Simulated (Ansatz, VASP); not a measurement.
# TiSi (TiSi (Pnma)): VASP beside Ansatz, part 2 of 2

One calculation is typed for both programs; each brings its own data sets. How far apart do they land? The cell is taken from a series of runs on this material, whose earlier steps may have relaxed, scaled, displaced or heated it; both programs get it as it stands.

VASP 6.6.1 and Ansatz 0.2.0.

So far: Starting point; Ansatz: relaxation of cell and atoms, r2SCAN.

**3. VASP: relaxation of cell and atoms, r2SCAN**

Level of this step: r2SCAN; plane waves and PAW (Ti_sv, Si) (VASP).

The same cell, functional, mesh and smearing now go to VASP, with its own data sets.

Lines of VASP's logs that name or quote its potential files are left out, and so is its time.

File INCAR:

```
SYSTEM = TiSi
PREC = Accurate
ENCUT = 550
EDIFF = 1E-07
NELM = 120
ISMEAR = -1
SIGMA = 0.05
LREAL = .FALSE.
ALGO = Normal
METAGGA = R2SCAN
LASPH = .TRUE.
NBANDS = 40
LORBIT = 11
LWAVE = .FALSE.
LCHARG = .FALSE.
ISIF = 3
IBRION = 2
NSW = 80
EDIFFG = -0.005
GGA_COMPAT = .FALSE.
NELMIN = 4
LMIXTAU = .TRUE.
KPAR = 2
```

File POSCAR:

```
TiSi
1.0
    6.5122310000      0.0000000000      0.0000000000
    0.0000000000      3.6317420000      0.0000000000
    0.0000000000      0.0000000000      4.9934840000
Ti Si
4 4
Direct
    0.6756838018      0.2499998623      0.3717841091
    0.3243161982      0.7499998623      0.6282156907
    0.8243161215      0.7499998623      0.8717841091
    0.1756838785      0.2499998623      0.1282158909
    0.5439300295      0.2499998623      0.8553977544
    0.4560699705      0.7499998623      0.1446020454
    0.9560698937      0.7499998623      0.3553979546
    0.0439299527      0.2499998623      0.6446020454
```

File KPOINTS:

```
Automatic mesh
0
Gamma
6 11 8
0 0 0
```

The projector-augmented-wave data sets are Ti_sv and Si (PBE family, release 64).

The run is started by

```console
> mpirun -np 2 vasp_std
```

Numbers of over 12 decimals in the logs are rounded to 6 here.

What it wrote:

```text
[banner, memory and clock lines left out]
running    2 mpi-ranks, on    1 nodes
 distrk:  each k-point on    1 cores,    2 groups
 distr:  one band on    1 cores,    1 groups

 POSCAR found type information on POSCAR TiSi
 POSCAR found :  2 types and       8 ions
|                                                                             |
|               ----> ADVICE to this user running VASP <----                  |
|                                                                             |
|     You enforced a specific xc type in the INCAR file but a different       |
|     [... a line on the potential file left out ...]
|     I HOPE YOU KNOW WHAT YOU ARE DOING!                                     |
|                                                                             |

 LDA part: xc-table for (None), standard interpolation
 POSCAR, INCAR and KPOINTS ok, starting setup
 FFT: planning ... GRIDC
 FFT: planning ... GRID_SOFT
 FFT: planning ... GRID
 WAVECAR not read
 entering main loop
       N       E                     dE             d eps       ncg     rms          rms(c)
DAV:   1     0.785923988398E+03    0.78592E+03   -0.32665E+04  9600   0.193E+03
DAV:   2    -0.207602083219E-01   -0.78594E+03   -0.76637E+03  9600   0.587E+02
DAV:   3    -0.102085734466E+03   -0.10206E+03   -0.98601E+02 15104   0.179E+02
DAV:   4    -0.114093925883E+03   -0.12008E+02   -0.11889E+02 14416   0.547E+01
DAV:   5    -0.114847269153E+03   -0.75334E+00   -0.75203E+00 14776   0.128E+01    0.275E+01
DAV:   6    -0.973509411103E+02    0.17496E+02   -0.69756E+01 13176   0.675E+01    0.777E+00
DAV:   7    -0.928526172851E+02    0.44983E+01   -0.45157E+00 12488   0.152E+01    0.516E+00
DAV:   8    -0.934180914827E+02   -0.56547E+00   -0.15864E+00 11344   0.943E+00    0.849E-01
DAV:   9    -0.931489386244E+02    0.26915E+00   -0.11014E+00 10808   0.877E+00    0.467E-01
DAV:  10    -0.932005440132E+02   -0.51605E-01   -0.38787E-01 11352   0.370E+00    0.701E-01
DAV:  11    -0.930045643274E+02    0.19598E+00   -0.85440E-02 11208   0.221E+00    0.742E-01
DAV:  12    -0.930167849803E+02   -0.12221E-01   -0.78665E-03 12280   0.495E-01    0.521E-01
DAV:  13    -0.932869847575E+02   -0.27020E+00   -0.24206E-01 10008   0.357E+00    0.144E-01
DAV:  14    -0.932871567349E+02   -0.17198E-03   -0.10504E-02 13568   0.735E-01    0.176E-01
[...]
DAV:  44    -0.932965996347E+02    0.39403E-04   -0.67268E-05 12768   0.446E-02    0.979E-02
DAV:  45    -0.932965843500E+02    0.15285E-04   -0.45157E-05 14256   0.347E-02    0.609E-02
DAV:  46    -0.932965772051E+02    0.71448E-05   -0.22002E-05 13936   0.227E-02    0.362E-02
DAV:  47    -0.932965764424E+02    0.76276E-06   -0.15265E-05 13144   0.190E-02    0.137E-02
DAV:  48    -0.932965777489E+02   -0.13065E-05   -0.30284E-06 11256   0.748E-03    0.381E-03
DAV:  49    -0.932965780838E+02   -0.33494E-06   -0.44904E-07  9392   0.448E-03    0.216E-03
DAV:  50    -0.932965779642E+02    0.11969E-06   -0.10330E-07  5648   0.301E-03    0.102E-03
DAV:  51    -0.932965778796E+02    0.84527E-07   -0.47953E-08  5216   0.141E-03
   1 F= -.93296578E+02 E0= -.93288228E+02  d E =-.932966E+02
[...]
2 F= -.93296634E+02 E0= -.93288290E+02  d E =-.560964E-04
[...]
3 F= -.93296657E+02 E0= -.93288311E+02  d E =-.792916E-04
 curvature:  -0.33 expect dE=-0.143E-04 dE for cont linesearch -0.128E-09
 trial: gam= 0.17246 g(F)=  0.188E-04 g(S)=  0.243E-04 ort = 0.310E-06 (trialstep = 0.929E+00)
 search vector abs. value=  0.506E-04
 bond charge predicted
       N       E                     dE             d eps       ncg     rms          rms(c)
DAV:   1    -0.932966176034E+02    0.39526E-04   -0.60855E-03 11768   0.117E+00    0.576E-02
DAV:   2    -0.932966803034E+02   -0.62700E-04   -0.13726E-03  9864   0.270E-01    0.298E-02
DAV:   3    -0.932966742014E+02    0.61020E-05   -0.10950E-04 14288   0.864E-02    0.116E-02
DAV:   4    -0.932966735262E+02    0.67521E-06   -0.25033E-05 13056   0.327E-02    0.587E-03
DAV:   5    -0.932966749450E+02   -0.14188E-05   -0.59171E-06 15120   0.227E-02    0.254E-03
DAV:   6    -0.932966762097E+02   -0.12647E-05   -0.34008E-06 13400   0.148E-02    0.258E-03
DAV:   7    -0.932966772779E+02   -0.10682E-05   -0.42312E-07  8968   0.576E-03    0.117E-03
DAV:   8    -0.932966774575E+02   -0.17957E-06   -0.46866E-07  9552   0.460E-03    0.526E-04
DAV:   9    -0.932966774340E+02    0.23472E-07   -0.54326E-08  5360   0.233E-03
   4 F= -.93296677E+02 E0= -.93288350E+02  d E =-.202628E-04
 trial-energy change:   -0.000020  1 .order   -0.000021   -0.000040   -0.000002
 step:   0.9726(harm=  0.9683)  dis= 0.00049  next Energy=   -93.296677 (dE=-0.203E-04)
 reached required accuracy - stopping structural energy minimisation
```

OUTCAR, selected parts (step 3):

```text
ion  position               nearest neighbor table
   1  0.676  0.250  0.372-   5 2.56   6 2.57   6 2.57   7 2.58   7 2.58   5 2.72   8 2.76
   2  0.324  0.750  0.628-   6 2.56   5 2.57   5 2.57   8 2.58   8 2.58   6 2.72   7 2.76
   3  0.824  0.750  0.872-   7 2.56   8 2.57   8 2.57   5 2.58   5 2.58   7 2.72   6 2.76
   4  0.176  0.250  0.128-   8 2.56   7 2.57   7 2.57   6 2.58   6 2.58   8 2.72   5 2.76
   5  0.544  0.250  0.855-   6 2.39   6 2.39   1 2.56   2 2.57   2 2.57   3 2.58   3 2.58   1 2.72
                             4 2.76
   6  0.456  0.750  0.145-   5 2.39   5 2.39   2 2.56   1 2.57   1 2.57   4 2.58   4 2.58   2 2.72
                             3 2.76
   7  0.956  0.750  0.355-   8 2.39   8 2.39   3 2.56   4 2.57   4 2.57   1 2.58   1 2.58   3 2.72
                             2 2.76
   8  0.044  0.250  0.645-   7 2.39   7 2.39   4 2.56   3 2.57   3 2.57   2 2.58   2 2.58   4 2.72
                             1 2.76

  LATTYP: Found a simple orthorhombic cell.
 ALAT       =     3.6317420000
 B/A-ratio  =     1.3749555998
 C/A-ratio  =     1.7931425195

 Subroutine GETGRP returns: Found  8 space group operations
 (whereof  2 operations were pure point group operations)

The static configuration has the point symmetry S_2 .
 The point group associated with its full space group is D_2h.

 Found    120 irreducible k-points:

   k-points           NKPTS =    120   k-points in BZ     NKDIM =    120   number of bands    NBANDS=     40

   dimension x,y,z NGX =    50 NGY =   28 NGZ =   40
   dimension x,y,z NGXF=   100 NGYF=   56 NGZF=   80

   ENCUT  =  550.0 eV  40.42 Ry    6.36 a.u.  12.45  6.94  9.55*2*pi/ulx,y,z

   NELECT =      64.0000    total number of electrons

 k-points in reciprocal lattice and weights: Automatic mesh
   0.00000000  0.00000000  0.00000000       0.002
   0.16666667  0.00000000  0.00000000       0.004
   0.33333333  0.00000000  0.00000000       0.004
   0.50000000  0.00000000  0.00000000       0.002
   0.00000000  0.09090909  0.00000000       0.004
   0.16666667  0.09090909  0.00000000       0.008
   0.33333333  0.09090909  0.00000000       0.008
   0.50000000  0.09090909  0.00000000       0.004
   0.00000000  0.18181818  0.00000000       0.004
[...]
0.33333333  0.45454545  0.50000000       0.008
   0.50000000  0.45454545  0.50000000       0.004

 average (electrostatic) potential at core
       1 -75.5616       2 -75.5616       3 -75.5616       4 -75.5616       5 -82.2414
       6 -82.2414       7 -82.2414       8 -82.2414

 E-fermi :   9.8456

 k-point     1 :       0.0000    0.0000    0.0000
  band No.  band energies     occupation
    ...
     28       7.6035      2.00000
     29       9.1172      2.00000
     30       9.2983      1.99996
     31       9.5024      1.99791
     32       9.6973      1.90207
     33      10.2027      0.00158
     34      10.4772      0.00001
     35      10.5088      0.00000
     36      10.5615      0.00000
     37      10.9737      0.00000
    ...

 k-point     2 :       0.1667    0.0000    0.0000
  band No.  band energies     occupation
    ...
     28       7.6355      2.00000
     29       9.1072      2.00000
     30       9.2053      1.99999
     31       9.4183      1.99961
     32       9.8166      1.28239
     33      10.0447      0.03660
     34      10.2454      0.00067
     35      10.3592      0.00007
     36      10.6952      0.00000
     37      11.2751      0.00000
    ...

 k-point     3 :       0.3333    0.0000    0.0000
  band No.  band energies     occupation
    ...
     28       7.6926      2.00000
     29       8.9951      2.00000
     30       9.1966      2.00000
     31       9.2062      1.99999
     32       9.6948      1.90662
     33      10.2189      0.00114
     34      10.2431      0.00071
     35      10.2502      0.00061
     36      10.5916      0.00000
     37      11.4163      0.00000
    ...

  Total        0.0059749      0.0038936     -0.0076789      0.0000000      0.0000000      0.0000000
  in kB        0.0809999      0.0527850     -0.1041013      0.0000000      0.0000000      0.0000000
  external PRESSURE =       0.0098945 kB  Pullay stress =       0.0000000 kB

  energy-cutoff  :      550.00
  volume of cell :      118.18
      direct lattice vectors                 reciprocal lattice vectors
     6.511778828  0.000000000  0.000000000     0.153567869  0.000000000  0.000000000
     0.000000000  3.634032442  0.000000000     0.000000000  0.275176410 -0.000000000
     0.000000000  0.000000000  4.994203931     0.000000000 -0.000000000  0.200232112

 POSITION                                       TOTAL-FORCE (eV/Angst)
 -----------------------------------------------------------------------------------
      4.40091      0.90851      1.85660         0.000303     -0.000000     -0.003113
      2.11087      2.72552      3.13760        -0.000303      0.000000      0.003113
      5.36676      2.72552      4.35370        -0.000303     -0.000000     -0.003113
      1.14502      0.90851      0.64050         0.000303      0.000000      0.003113
      3.54244      0.90851      4.27256        -0.000435     -0.000000     -0.000813
      2.96934      2.72552      0.72164         0.000435      0.000000      0.000813
      6.22523      2.72552      1.77546         0.000435     -0.000000     -0.000813
      0.28655      0.90851      3.21875        -0.000435      0.000000      0.000813
 -----------------------------------------------------------------------------------
    total drift:                                0.000624      0.001808      0.002474

  FREE ENERGIE OF THE ION-ELECTRON SYSTEM (eV)
  ---------------------------------------------------
  free  energy   TOTEN  =       -93.2966774340 eV

  energy  without entropy=      -93.2800234411  energy(sigma->0) =      -93.28835044

 reached required accuracy - stopping structural energy minimisation

 total charge
# of ion       s       p       d       tot
------------------------------------------
    1        2.163   6.147   1.958  10.268
    2        2.163   6.147   1.958  10.268
    3        2.163   6.147   1.958  10.268
    4        2.163   6.147   1.958  10.268
    5        0.749   0.998   0.000   1.747
    6        0.749   0.998   0.000   1.747
    7        0.749   0.998   0.000   1.747
    8        0.749   0.998   0.000   1.747
--------------------------------------------------
tot         11.648  28.581   7.830  48.059

[... 3 further parts left out ...]
```

CONTCAR:

```
TiSi
   1.00000000000000
     6.5117788277296444    0.0000000000000000    0.0000000000000000
     0.0000000000000000    3.6340324416552865    0.0000000000000000
     0.0000000000000000    0.0000000000000000    4.9942039305748240
  Ti              Si
     4     4
Direct
     0.6758380691873950    0.2499998623000010    0.3717513241379543
     0.3241619308126051    0.7499998623000010    0.6282484756620469
     0.8241618541126005    0.7499998623000010    0.8717513241379543
     0.1758381458873995    0.2499998623000010    0.1282486758620457
     0.5440043069430852    0.2499998623000010    0.8555034597111671
     0.4559956930569148    0.7499998623000010    0.1444963400888341
     0.9559956162569084    0.7499998623000010    0.3555036599111658
     0.0440042301430860    0.2499998623000010    0.6444963400888341
```

The run keeps the 8 symmetry operations of its start, so it cannot find a distortion of lower symmetry.

**4. Differences**

Known differences besides the potentials themselves: VASP keeps PBE cores, Ansatz makes them for the functional; the cutoff is 500 eV in Ansatz and 550 eV in VASP; Ansatz adds a Pulay correction to the stress that steers its cell, VASP none; in our runs with r2SCAN, forces from VASP's data set Ti_sv part from Ansatz's all-electron ones, so neither program is the reference here. Total energies have different zeros and are not compared.

Compared:

```
                                         quantity  Ansatz    VASP  difference
                                      volume (Å³)  117.99  118.18     -0.16 %
edge a after relaxation, in the typed setting (Å)   6.506   6.512     -0.08 %
edge b after relaxation, in the typed setting (Å)   3.634   3.634     +0.00 %
edge c after relaxation, in the typed setting (Å)   4.990   4.994     -0.08 %
```

**5. Outcome**

```
difference in volume (relaxation of cell and atoms, r2SCAN) : -0.16 %
```

**Reading.** The difference in volume is -0.16 % (relaxation of cell and atoms, r2SCAN), within the 1.2 % picked in this series as the mark of a large difference, as far as the stopping tolerances let one tell. How closely two codes agree says nothing of how well the functional describes the real material.

[Lines on the potential files, build, host, timing and source positions are cut from VASP's logs without a mark.]

[Logs are printed without paths, hosts, clocks, repeated set-up lines and the standing remarks that a program may print on its own settings, such as how far it seeks lower states.]

[Hosts, paths, dates, database ids (printed as entryN), source tags and the programs' standing remarks are cut or masked in the printed files.]
